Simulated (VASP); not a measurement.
Here is the system:

```
Nb
1.0
   -1.68919     1.68919     1.68919
    1.68919    -1.68919     1.68919
    1.68919     1.68919    -1.68919
Nb
1
Direct
  0.00000   0.00000   0.00000
```

Method: vdW-DF2, VASP's PBE PAW potentials (set 64) (plane waves; VASP). Numerical set-up: 520 eV cut-off, Gaussian smearing of 0.050 eV, potentials Nb_sv.

**Question.** Give the energies of bands 5 to 9 at the high-symmetry points, in eV from the Fermi level.

**Answer.** 
```tsv
band	Γ	H	N	P
5	-5.69	-3.32	-3.40	-1.03
6	0.34	-3.32	-1.48	-1.03
7	0.34	5.03	2.10	-1.03
8	0.34	5.03	3.01	3.74
9	3.02	5.03	3.63	3.74
```

It has no gap at this level: it comes out as a metal or semimetal.

The compound is Nb in the bcc structure. It was relaxed first, which changed the volume by +7 %.
